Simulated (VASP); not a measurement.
Output of a VASP run:

File OSZICAR:
```
       N       E                     dE             d eps       ncg     rms          rms(c)
DAV:   1     0.354687825925E+02    0.35469E+02   -0.51248E+03  2168   0.123E+03
DAV:   2    -0.980806544490E+01   -0.45277E+02   -0.43772E+02  2177   0.180E+02
DAV:   3    -0.109597538066E+02   -0.11517E+01   -0.11391E+01  2577   0.398E+01
DAV:   4    -0.109814993857E+02   -0.21746E-01   -0.21739E-01  2771   0.493E+00
DAV:   5    -0.109819069790E+02   -0.40759E-03   -0.40719E-03  2644   0.583E-01    0.137E+01
DAV:   6    -0.127516317484E+02   -0.17697E+01   -0.68709E+01  2485   0.131E+02    0.170E+01
DAV:   7    -0.918949625742E+01    0.35621E+01   -0.33837E+01  2433   0.815E+01    0.247E+00
DAV:   8    -0.915818491388E+01    0.31311E-01   -0.21054E-01  2454   0.583E+00    0.138E+00
DAV:   9    -0.914483460348E+01    0.13350E-01   -0.44798E-02  2578   0.326E+00    0.322E-01
DAV:  10    -0.914447140030E+01    0.36320E-03   -0.11205E-03  2919   0.470E-01    0.132E-01
DAV:  11    -0.914446187821E+01    0.95221E-05   -0.23891E-05  2447   0.480E-02    0.932E-03
DAV:  12    -0.914446197385E+01   -0.95638E-07   -0.34395E-06  3141   0.258E-02    0.599E-03
DAV:  13    -0.914446229879E+01   -0.32494E-06   -0.30058E-07  1272   0.773E-03    0.700E-04
DAV:  14    -0.914446232187E+01   -0.23078E-07   -0.28296E-08  1150   0.239E-03
   1 F= -.91444623E+01 E0= -.91444623E+01  d E =0.000000E+00
```

### OUTCAR
```
------------------------ aborting loop because EDIFF is reached ----------------------------------------
  FORCE on cell =-STRESS in cart. coord.  units (eV):
  Direction    XX          YY          ZZ          XY          YZ          ZX
  --------------------------------------------------------------------------------------
  Total       -0.0048040     -0.0048040     -0.0048040     -0.0000000     -0.0000000     -0.0000000
  in kB       -0.3309092     -0.3309092     -0.3309092     -0.0000000     -0.0000000     -0.0000000
  external PRESSURE =      -0.3309092 kB  Pullay stress =       0.0000000 kB
  volume of cell :       23.26
      direct lattice vectors                 reciprocal lattice vectors
     2.854529574  0.000000000  0.000000000     0.350320420  0.000000000  0.000000000
     0.000000000  2.854529574  0.000000000     0.000000000  0.350320420  0.000000000
     0.000000000  0.000000000  2.854529574     0.000000000  0.000000000  0.350320420
 POSITION                                       TOTAL-FORCE (eV/Angst)
 -----------------------------------------------------------------------------------
      1.42726      1.42726      1.42726         0.000000      0.000000      0.000000
      0.00000      0.00000      0.00000         0.000000      0.000000      0.000000
 -----------------------------------------------------------------------------------
    total drift:                               -0.000000      0.000000      0.000000
  FREE ENERGIE OF THE ION-ELECTRON SYSTEM (eV)
  ---------------------------------------------------
  free  energy   TOTEN  =        -9.1444623219 eV

  energy  without entropy=       -9.1444623219  energy(sigma->0) =       -9.14446232

 total charge

# of ion       s       p       d       tot
------------------------------------------
    1        0.401   0.445   0.000   0.846
    2        0.441   0.512   6.531   7.483
--------------------------------------------------
tot          0.842   0.956   6.531   8.329
```
(Selected blocks of OUTCAR.)

**POSCAR**
```
FeAl
1
    2.8545295741     0.0000000000     0.0000000000
    0.0000000000     2.8545295741     0.0000000000
    0.0000000000     0.0000000000     2.8545295741
Al Fe
1 1
Direct
  0.5000000000   0.5000000000   0.5000000000
  0.0000000000   0.0000000000   0.0000000000
```

### Question
Reconstruct the remaining input files.

### Answer
One answer among several that fit: the input of the run itself, optB86b-vdW, plane waves, VASP's PBE PAW potentials (set 64).

INCAR:
```
SYSTEM  =  FeAl
NELM  =  100
ISMEAR  =  -5   # tetrahedra, Bloechl
GGA  =  MK
PREC  =  Accurate
LCHARG  =  .TRUE.
PARAM1  =  0.1234
LWAVE  =  .FALSE.
PARAM2  =  1.0
NEDOS  =  601   # DOS grid
AGGAC  =  0.0
ALGO  =  Normal
LMAXMIX  =  4
EDIFF  =  1E-7
LUSE_VDW  =  .TRUE.
ISIF  =  2
ENCUT  =  520   # plane-wave cut-off (eV)
LASPH  =  .TRUE.
LORBIT  =  11
LREAL  =  .FALSE.   # projection in real space or not
```

KPOINTS:
```
Automatic
0
G
 14 14 14
0 0 0
```

POTCAR, in this order: Al Fe (PBE.64 set). Program: vasp_std.

For a metal the tetrahedron method with Blöchl corrections gives inexact stress and forces.

The compound is FeAl in the CsCl type structure. It was relaxed first, which changed the volume by -6 %. The run is not spin-polarised, so no magnetic state was tried. The electron count is odd and the run is not spin-polarised, which forces a metal.
